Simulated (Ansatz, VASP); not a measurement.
# Os (Osmium) in two plane-wave programs

Wanted: the spread between two codes on one cell, functional and k mesh. The cell is taken from a series of runs on this material, whose earlier steps may have relaxed, scaled, displaced or heated it; both programs get it as it stands.

Main program and level: Ansatz 0.2.0; plane waves, with VASP 6.6.1 beside it; zone-centre phonons at LDA.

## Step 1: Starting point

The structure is hexagonal, space group P6_3/mmc (No. 194). The conventional cell has a = 2.730 Å, b = 2.730 Å, c = 4.205 Å, α = 90.00°, β = 90.00°, γ = 120.00°. Os has 12 Os at 2.63 to 2.73 Å nearest.

Structure file:

```
Os
1.0
     2.72953    0.00000    0.00000
    -1.36477    2.36385    0.00000
     0.00000    0.00000    4.20505
Os
2
Direct
  0.33333 0.66667 0.25000
  0.66667 0.33333 0.75000
```

## Step 2: VASP: zone-centre phonons, LDA

Second derivatives magnify differences that forces hide, and they need a tight electronic threshold.

Lines of VASP's logs that name or quote its potential files are left out, and so is its time.

The input, INCAR:

```
SYSTEM = Os
PREC = Accurate
ENCUT = 600
EDIFF = 1E-08
NELM = 120
ISMEAR = 1
SIGMA = 0.2
LREAL = .FALSE.
ALGO = Normal
GGA = CA
NBANDS = 14
LASPH = .TRUE.
LORBIT = 11
LWAVE = .FALSE.
LCHARG = .FALSE.
ISIF = 2
IBRION = 8
GGA_COMPAT = .FALSE.
KPAR = 2
```

The input, POSCAR:

```
Os
1.0
    2.7295343690      0.0000000000      0.0000000000
   -1.3647671845      2.3638461041      0.0000000000
    0.0000000000      0.0000000000      4.2050474635
Os
2
Direct
    0.3333333323      0.6666666677      0.2500000000
    0.6666666677      0.3333333323      0.7500000000
```

The input, KPOINTS:

```
Automatic mesh
0
Gamma
18 18 12
0 0 0
```

PAW data sets: Os (LDA family, release 64).

Run with:

```console
$ mpirun -np 2 vasp_std
```

Numbers of over 12 decimals in the logs are rounded to 6 here.

Log:

```text
[banner, memory and clock lines left out]
running    2 mpi-ranks, on    1 nodes
 distrk:  each k-point on    1 cores,    2 groups
 distr:  one band on    1 cores,    1 groups

 POSCAR found type information on POSCAR Os
 POSCAR found :  1 types and       2 ions
 LDA part: xc-table for (Slater(with rela. corr.)+CA(PZ))
 , standard interpolation
 POSCAR, INCAR and KPOINTS ok, starting setup
 FFT: planning ... GRIDC
 FFT: planning ... GRID_SOFT
 FFT: planning ... GRID
 WAVECAR not read
 entering main loop
       N       E                     dE             d eps       ncg     rms          rms(c)
DAV:   1     0.112795076471E+03    0.11280E+03   -0.83538E+03  7260   0.124E+03
DAV:   2    -0.209182780592E+02   -0.13371E+03   -0.11829E+03  7426   0.362E+02
DAV:   3    -0.267926937594E+02   -0.58744E+01   -0.56259E+01  9484   0.673E+01
DAV:   4    -0.268498310556E+02   -0.57137E-01   -0.56966E-01  7852   0.681E+00
DAV:   5    -0.268501303524E+02   -0.29930E-03   -0.29928E-03  9400   0.447E-01    0.348E+01
DAV:   6    -0.256353542448E+02    0.12148E+01   -0.11096E+00  8860   0.942E+00    0.157E+01
DAV:   7    -0.252922352892E+02    0.34312E+00   -0.70528E-01  9152   0.731E+00    0.913E-01
DAV:   8    -0.252837368815E+02    0.84984E-02   -0.74083E-03  7408   0.672E-01    0.388E-01
DAV:   9    -0.252816157884E+02    0.21211E-02   -0.16607E-03  8734   0.413E-01    0.519E-02
DAV:  10    -0.252816220829E+02   -0.62945E-05   -0.28440E-05  8932   0.426E-02    0.148E-02
DAV:  11    -0.252816161499E+02    0.59330E-05   -0.18818E-06  8380   0.162E-02    0.145E-03
DAV:  12    -0.252816160197E+02    0.13020E-06   -0.71315E-08  8866   0.292E-03    0.156E-04
DAV:  13    -0.252816160190E+02    0.65131E-09   -0.20947E-09  5168   0.520E-04
   1 F= -.25281616E+02 E0= -.25281649E+02  d E =0.998504E-04
 Linear response reoptimize wavefunctions to high precision
DAV:   1    -0.252816160187E+02    0.32696E-09   -0.22146E-10  5318   0.148E-04
DAV:   2    -0.252816160187E+02   -0.12278E-10   -0.20948E-11  4226   0.547E-05
 Linear response DOF=           2
 Linear response progress:
  Degree of freedom:   1/  2
       N       E                     dE             d eps       ncg     rms          rms(c)
RMM:   1    -0.197887354769E+00   -0.19789E+00   -0.11368E-01 54069   0.254E+00
RMM:   2    -0.193888804672E+00    0.39986E-02   -0.18251E-03 44827   0.533E-01    0.156E-01
RMM:   3    -0.192728365369E+00    0.11604E-02   -0.51619E-04 50208   0.156E-01    0.874E-02
RMM:   4    -0.192122405857E+00    0.60596E-03   -0.75773E-04 50687   0.183E-01    0.118E-02
RMM:   5    -0.192192833896E+00   -0.70428E-04   -0.13465E-05 52016   0.274E-02    0.389E-03
RMM:   6    -0.192176184625E+00    0.16649E-04   -0.16073E-06 52018   0.802E-03    0.128E-03
RMM:   7    -0.192173723636E+00    0.24610E-05    0.10258E-07 53488   0.133E-03    0.843E-04
RMM:   8    -0.192170949562E+00    0.27741E-05    0.14947E-07 52167   0.110E-03    0.983E-05
RMM:   9    -0.192170539748E+00    0.40981E-06    0.53760E-08 53826   0.187E-04    0.246E-05
RMM:  10    -0.192170328731E+00    0.21102E-06   -0.42098E-08 50246   0.508E-05    0.373E-06
RMM:  11    -0.192170312715E+00    0.16015E-07   -0.82556E-09 54571   0.206E-05    0.195E-06
RMM:  12    -0.192170321279E+00   -0.85642E-08   -0.23355E-08 51339   0.140E-05    0.328E-07
 first order change of Fermi-energy  -0.12633E-04
 force on displaced ion       1 direction 1 : -11.100   0.001   0.000
 Linear response progress:
  Degree of freedom:   2/  2
       N       E                     dE             d eps       ncg     rms          rms(c)
RMM:   1    -0.250762388200E+00   -0.25076E+00   -0.13986E-01 19362   0.269E+00
RMM:   2    -0.242209177326E+00    0.85532E-02   -0.60155E-03 15042   0.735E-01    0.190E-01
RMM:   3    -0.241567040175E+00    0.64214E-03   -0.73428E-04 17737   0.151E-01    0.107E-01
RMM:   4    -0.241674830599E+00   -0.10779E-03   -0.36440E-04 17764   0.150E-01    0.117E-02
RMM:   5    -0.241734240319E+00   -0.59410E-04    0.47890E-05 18332   0.175E-02    0.577E-03
RMM:   6    -0.241747724722E+00   -0.13484E-04    0.11196E-05 18030   0.382E-03    0.413E-03
RMM:   7    -0.241761363883E+00   -0.13639E-04    0.60034E-06 18243   0.379E-03    0.428E-04
RMM:   8    -0.241759788422E+00    0.15755E-05    0.27646E-07 18409   0.608E-04    0.150E-04
RMM:   9    -0.241758509793E+00    0.12786E-05    0.84384E-08 18425   0.201E-04    0.318E-05
RMM:  10    -0.241758550900E+00   -0.41107E-07    0.18244E-07 17308   0.823E-05    0.350E-06
RMM:  11    -0.241758586482E+00   -0.35582E-07    0.52999E-10 18718   0.311E-05    0.283E-06
RMM:  12    -0.241758585111E+00    0.13708E-08   -0.12987E-08 17796   0.190E-05    0.440E-07
 first order change of Fermi-energy   0.11661E-03
 force on displaced ion       1 direction 3 :   0.000  -0.000 -21.940
 Linear response finished
```

Parts of OUTCAR (step 2):

```text
ion  position               nearest neighbor table
   1  0.333  0.667  0.250-   2 2.63   2 2.63   2 2.63   2 2.63   2 2.63   2 2.63
   2  0.667  0.333  0.750-   1 2.63   1 2.63   1 2.63   1 2.63   1 2.63   1 2.63

  LATTYP: Found a hexagonal cell.
 ALAT       =     2.7295343690
 C/A-ratio  =     1.5405731876

 Subroutine GETGRP returns: Found 24 space group operations
 (whereof 12 operations were pure point group operations)

The static configuration has the point symmetry D_3d.
 The point group associated with its full space group is D_6h.

 Found    259 irreducible k-points:

   k-points           NKPTS =    259   k-points in BZ     NKDIM =    259   number of bands    NBANDS=     14

   dimension x,y,z NGX =    24 NGY =   24 NGZ =   36
   dimension x,y,z NGXF=    48 NGYF=   48 NGZF=   72

   ENCUT  =  600.0 eV  44.10 Ry    6.64 a.u.   5.45  5.45  8.40*2*pi/ulx,y,z

   NELECT =      16.0000    total number of electrons

 k-points in reciprocal lattice and weights: Automatic mesh
   0.00000000  0.00000000  0.00000000       0.000
   0.05555556  0.00000000  0.00000000       0.002
   0.11111111  0.00000000  0.00000000       0.002
   0.16666667  0.00000000  0.00000000       0.002
   0.22222222  0.00000000  0.00000000       0.002
   0.27777778  0.00000000  0.00000000       0.002
   0.33333333  0.00000000  0.00000000       0.002
   0.38888889  0.00000000  0.00000000       0.002
   0.44444444  0.00000000  0.00000000       0.002
[...]
0.33333333  0.27777778  0.50000000       0.003
   0.33333333  0.33333333  0.50000000       0.001

 average (electrostatic) potential at core
       1 -43.0754       2 -43.0754

  Total        0.2361228      0.2361228      2.9015035     -0.0000000      0.0000000      0.0000000
  in kB       13.9434370     13.9434370    171.3385219     -0.0000000      0.0000000      0.0000000
  external PRESSURE =      66.4084653 kB  Pullay stress =       0.0000000 kB

  energy-cutoff  :      600.00
  volume of cell :       27.13
      direct lattice vectors                 reciprocal lattice vectors
     2.729534369  0.000000000  0.000000000     0.366362853  0.211519692  0.000000000
    -1.364767185  2.363846104  0.000000000     0.000000000  0.423039384  0.000000000
     0.000000000  0.000000000  4.205047463     0.000000000  0.000000000  0.237809444

 POSITION                                       TOTAL-FORCE (eV/Angst)
 -----------------------------------------------------------------------------------
     -0.00000      1.57590      1.05126        -0.000000      0.000000      0.000000
      1.36477      0.78795      3.15379         0.000000     -0.000000      0.000000
 -----------------------------------------------------------------------------------
    total drift:                               -0.000000      0.000000     -0.000000

 Eigenvectors and eigenvalues of the dynamical matrix
 ----------------------------------------------------

   1 f  =    7.508924 THz    47.179963 2PiTHz  250.470753 cm-1    31.054402 meV
             X         Y         Z           dx          dy          dz
     -0.000000  1.575897  1.051262     0.000000    0.000000    0.707107
      1.364767  0.787949  3.153786     0.000000   -0.000000   -0.707107

   2 f  =    5.341039 THz    33.558741 2PiTHz  178.157901 cm-1    22.088755 meV
             X         Y         Z           dx          dy          dz
     -0.000000  1.575897  1.051262    -0.000001    0.707107   -0.000000
      1.364767  0.787949  3.153786     0.000001   -0.707107    0.000000

   3 f  =    5.341039 THz    33.558741 2PiTHz  178.157901 cm-1    22.088755 meV
             X         Y         Z           dx          dy          dz
     -0.000000  1.575897  1.051262    -0.707107   -0.000001    0.000000
      1.364767  0.787949  3.153786     0.707107    0.000001   -0.000000

   4 f  =    0.000000 THz     0.000000 2PiTHz    0.000002 cm-1     0.000000 meV
             X         Y         Z           dx          dy          dz
     -0.000000  1.575897  1.051262     0.298268    0.511186   -0.386943
      1.364767  0.787949  3.153786     0.298268    0.511186   -0.386943

   5 f/i=    0.000000 THz     0.000000 2PiTHz    0.000001 cm-1     0.000000 meV
             X         Y         Z           dx          dy          dz
     -0.000000  1.575897  1.051262    -0.497370   -0.084796   -0.495412
      1.364767  0.787949  3.153786    -0.497370   -0.084796   -0.495412

   6 f/i=    0.000000 THz     0.000000 2PiTHz    0.000002 cm-1     0.000000 meV
             X         Y         Z           dx          dy          dz
     -0.000000  1.575897  1.051262    -0.404548    0.481143    0.323794
      1.364767  0.787949  3.153786    -0.404548    0.481143    0.323794

 ELASTIC MODULI CONTR FROM IONIC RELAXATION (kBar)
 Direction    XX          YY          ZZ          XY          YZ          ZX
 --------------------------------------------------------------------------------
 XX         -38.2771     38.2771      0.0000      0.0000      0.0000      0.0000
 YY          38.2771    -38.2771      0.0000     -0.0000      0.0000      0.0000
 ZZ           0.0000      0.0000     -0.0000     -0.0000      0.0000      0.0000
 XY           0.0000     -0.0000     -0.0000    -38.2771      0.0000      0.0000
 YZ           0.0000      0.0000      0.0000      0.0000      0.0000      0.0000
 ZX           0.0000      0.0000      0.0000      0.0000      0.0000      0.0000
 --------------------------------------------------------------------------------
```

## Step 3: Ansatz: zone-centre phonons, LDA

Ansatz runs on its PAW soft_1 files.

The same cell, functional (in two slightly different forms), mesh and smearing now go to Ansatz, which takes its cutoff from its data sets.

The input, input.yaml:

```yaml
crystal:
  lattice:
    - [2.729534369, 0.0, 0.0]
    - [-1.3647671845, 2.3638461041, 0.0]
    - [0.0, 0.0, 4.2050474635]
  atoms:
    - { symbol: Os, position: [0.3333333323, 0.6666666677, 0.25] }
    - { symbol: Os, position: [0.6666666677, 0.3333333323, 0.75] }
kpoints:
  mp_grid: { grid: [18, 18, 12] }
hamiltonian:
  xc: lda
  pseudopotentials: { kind: paw, azcp: { folder: soft_1 }, xc_functional: pbe }
scf:
  occupations: { method: methfessel_paxton, width: 0.2 }
output:
  eigenvalues: true
phonons:
  method: dfpt
```

Run with:

```console
$ ansatz run input.yaml --threads 4 --pin off --max-ram 10240MiB --backend cpu --events-out ev --progress --plain --runs-dir out
```

Log:

```text
zone centre: on kpoints.mp_grid the ground state, and the responses unless they are solved on pairs of k-points, stand on 637 of the mesh's 3888 k-points, reduced under 4 symmetry operations, with k and −k counted as one. Each operation leaves every solved displacement unchanged or reverses it
Engine: ansatz 0.2.0, aarch64-unknown-linux-gnu
Pseudopotentials: kind: paw
Pseudopotential: Os, paw, valence charge 16, recommended cutoff 420 eV (normal), soft_1/Os.paw.azcp
Functional definition: SPW92
  exchange = slater_x
  correlation = pw_c
Crystal: 2 atoms, lattice volume = 27.132 Å³
Basis set: ecut = 420 eV, 537 PW (Γ), exchange–correlation on 40×40×60 points (8 copies of the dense FFT grid, shifted against one another)
Bands: 20, of which v1, the nominal top of the filled ones, is band 16 counted from 1 (15 counted from 0)
Symmetry: 24 space group operations
k-points: 637 of 3888 (irreducible under 4 space group operations, time reversal used)
Non-local potential: Os, projectors of the file, l = 0: 3, l = 1: 2, l = 2: 2, l = 3: 1
PAW form: soft (Blöchl's): semilocal exchange-correlation on the pseudo side does not see the compensation charge
PAW frozen core: Os, regenerated for the run's functional, and the local potential with it (the file was generated under x = pbe(κ = 0.804, μ = 0.219515), c = pbe(β = 0.066725))
PAW one-centre angular grid: Os, 590 points (default); XC on 64 Gauss nodes
Initial density: superposition of atomic densities (chi_scale 0.1, normalization cell)
Initial wavefunctions: pseudopotential atomic-orbital guess
Functional: x = slater, c = lda
SCF iter   1: F=—  HF=-22239.368181 eV  |F-HF|=—  |Δ(HF+E_count)|=         —  Δρ=6.13e-2  dr2=8.18e-1  ethr=3.10e-3  ⟨swp⟩=5.0  Hψ=116123  notcnv=0  defer=51
automatic band count: the SCF goes on with 24 bands, as 20 were too few: they end inside the smearing window of the response
preconditioner: auto → none  [metal: Δε(μ)=0.022 eV  Ē_g=12.458 eV  σ=0.200 eV  W_gap=0.09  n_scr=8 (ndim 8)  ℏωp=28.5 eV  f_vac=0.000  D(μ)=1.23/eV (n_scr^D=8)  sad-step TF]
SCF iter   2: F=—  HF=-22239.145087 eV  |F-HF|=—  |Δ(HF+E_count)|=   2.23e-1  S|Δr|=    0.00e0  Δρ=3.57e-2  dr2=2.70e-1  ethr=2.56e-3  ⟨swp⟩=2.0  Hψ=22850  notcnv=0  defer=409
SCF iter   3: F=—  HF=-22239.043651 eV  |F-HF|=—  |Δ(HF+E_count)|=   1.01e-1  S|Δr|=    0.00e0  Δρ=1.63e-3  dr2=3.69e-4  ethr=8.45e-4  ⟨swp⟩=2.0  Hψ=21605  notcnv=0  defer=409
SCF iter   4: F=—  HF=-22239.043380 eV  |F-HF|=—  |Δ(HF+E_count)|=   2.72e-4  S|Δr|=    0.00e0  Δρ=2.18e-4  dr2=6.21e-6  ethr=1.15e-6  ⟨swp⟩=2.2  Hψ=22251  notcnv=0  defer=572
SCF iter   5: F=—  HF=-22239.043376 eV  |F-HF|=—  |Δ(HF+E_count)|=   3.92e-6  S|Δr|=    0.00e0  Δρ=4.78e-5  dr2=3.09e-7  ethr=1.94e-8  ⟨swp⟩=2.4  Hψ=21933  notcnv=0  defer=572
SCF iter   6: F=—  HF=-22239.043382 eV  |F-HF|=—  |Δ(HF+E_count)|=   6.83e-6  S|Δr|=    0.00e0  Δρ=7.10e-6  dr2=7.32e-9  ethr=9.65e-10  ⟨swp⟩=2.9  Hψ=25347  notcnv=0  defer=696
SCF iter   7: F=—  HF=-22239.043382 eV  |F-HF|=—  |Δ(HF+E_count)|=   1.58e-9  S|Δr|=    0.00e0  Δρ=1.38e-6  dr2=8.89e-11  ethr=2.29e-11  ⟨swp⟩=2.0  Hψ=21344  notcnv=0  defer=696
SCF iter   8: F=-22239.043382 eV  HF=-22239.043382 eV  |F-HF|=7.28e-12  |Δ(HF+E_count)|=  9.46e-11  S|Δr|=    0.00e0  Δρ=1.25e-7  dr2=2.23e-12  ethr=1.00e-12  ⟨swp⟩=9.8  Hψ=70091  notcnv=0
SCF 1 converged in 8 iterations: F = -22239.043382 eV  dr2 = 2.23e-12
  greatest PAW one-centre occupation: 1.000 electrons in one spin orbital (limit 2), on the Os atom at site 1 (counted from 0), in its partial waves of l = 0
DFPT response loops at Γ: preconditioner auto → Kerker (q_TF=auto, 2.804 Å⁻¹) (partly filled bands, converged f_vac=0.000); β = 1.00, the filter's whole step (`scf.mixing.beta` (0.50) is not read by the response loops under this deck's `scf.mixing.preconditioner`; to damp them name `kerker` or `kerker_dos`, under which they read `scf.mixing.beta`, and type it under 1.00, their step now; both keys bind the ground state too); Broyden in place of MSR1
SCF converged after 8 iterations
Stability not checked: this state was not tested for a lower state beside it, because cold or Methfessel-Paxton smearing, or corrected tetrahedra, fill the levels in a way that the test cannot read (fill_not_monotonic; see scf.lower_state_search)
Free energy (F): -22239.043382 eV
Harris-Foulkes:  -22239.043382 eV  (|F-HF|=7.28e-12)
Internal energy: -22239.043496 eV  (E = F + TS)
E sigma→0 (E₀):  -22239.043411 eV
Entropy (-TS):   0.000113 eV (0.057 meV/atom)
Fermi energy:    26.618330 eV
--- Per-component energies (eV) ---
  E_band       = -113.923949
  E_kinetic    = 989.077104
  E_local      = -1779.800162  (includes V_loc(G=0)·N_el)
  E_nonlocal   = 406.072732
  E_hartree    = 638.524130
  E_xc         = -467.061592
  E_vxc        = -494.804798  (∫ρ·V_xc dr)
  E_paw        = -17564.607908  (= ΣΔE_a)
  E_vpaw       = -511.518022  (= ΣTr[D̂ρ^β])
  E_aug_tail   = 0.000872  (compensation charges beyond the density's cutoff)
  E_ewald      = -4461.974317
  E_core_change = 0.725646  (= ΣΔE_core)
  E_smearing   = 0.000113  (= −TS)
  E_closure    = 0.000000  (closes the sum)
  Σ components = -22239.043382   (vs F -22239.043382, Δ=0.00e0)
--- Band table (eV; the first three rows and the last of 637) ---
  k-point 0: bands = [... 12 lower, 23.9695, 24.3186, 24.3186, 24.7291, 24.7291, 27.0244, 28.3679, 28.3679, ... 4 higher]
  k-point 1: bands = [... 12 lower, 23.9093, 24.2461, 24.2461, 24.9008, 24.9008, 26.7012, 28.3947, 28.3947, ... 4 higher]
  k-point 2: bands = [... 12 lower, 23.7401, 24.0525, 24.0525, 25.3196, 25.3196, 25.8971, 28.4427, 28.4427, ... 4 higher]
  k-point 636: bands = [... 12 lower, 23.0717, 23.0717, 24.8755, 24.8755, 28.9638, 28.9638, 31.6036, 31.6036, ... 4 higher]
--- Phonons (Γ-DFPT): 2 representative perturbations + reference, on 637 of 3888 k-points (Σ response iterations 4) ---
  k mesh reduced under 4 symmetry operations, with k and −k counted as one. Each operation leaves every solved displacement unchanged or reverses it
  ASR residual: 1.040e-4 → 0.000e0 eV/Å²; symmetrization residual: 7.194e-13 eV/Å²
  ASR residual per site (eV/Å²): 1.04e-4 1.04e-4
  Γ frequencies (cm⁻¹): 0.00 0.00 0.00 179.12 179.12 251.85
  non-analytic LO–TO correction: not included (Born effective charges unavailable; polar crystals: no LO–TO splitting at Γ)
```

Reading the cycles: dr2 is the Hartree energy of the density residual (eV), the measure of convergence; HF is the Harris–Foulkes estimate of the energy, which meets the free energy F at convergence.

## Step 4: Differences

Known differences besides the potentials themselves: the two LDA forms differ slightly; the data sets hold 32 valence electrons in Ansatz (on its PAW soft_1 files) and 16 in VASP; the cutoff is 420 eV in Ansatz and 600 eV in VASP; VASP's log shows a relativistic correction to its local exchange, Ansatz's none. Total energies have different zeros and are not compared.

Compared:

| quantity | Ansatz | VASP | difference |
| --- | --- | --- | --- |
| optical mode 1 to 2 (cm⁻¹) | 179.1 | 178.2 | +0.54 % |
| optical mode 3 (cm⁻¹) | 251.8 | 250.5 | +0.55 % |

Modes are paired by rising frequency, not by their patterns, so a pair may set unlike modes beside each other; they are those without the splitting of longitudinal modes.

## Step 5: What came out

```json
{
  "r.m.s. difference of the optical zone-centre modes, each program's sorted by frequency (zone-centre phonons, LDA)": "1.1 cm⁻¹",
  "difference in optical mode 3 (zone-centre phonons, LDA)": "+0.6 %"
}
```

**Reading.** The r.m.s. difference of the optical zone-centre modes, each program's sorted by frequency is 1.1 cm⁻¹ (zone-centre phonons, LDA). The data sets hold unlike numbers of valence electrons (32 in Ansatz and 16 in VASP), so part of the differences comes from the potentials. Among the rows given in per cent, the largest difference of the zone-centre phonons, LDA pair is in optical mode 3, +0.6 %. How closely two codes agree says nothing of how well the functional describes the real material.

[Lines on the potential files, build, host, timing and source positions are cut from VASP's logs without a mark.]

[Logs are printed without paths, hosts, clocks, repeated set-up lines and the standing remarks that a program may print on its own settings, such as how far it seeks lower states.]

[Hosts, paths, dates, database ids (printed as entryN), source tags and the programs' standing remarks are cut or masked in the printed files.]
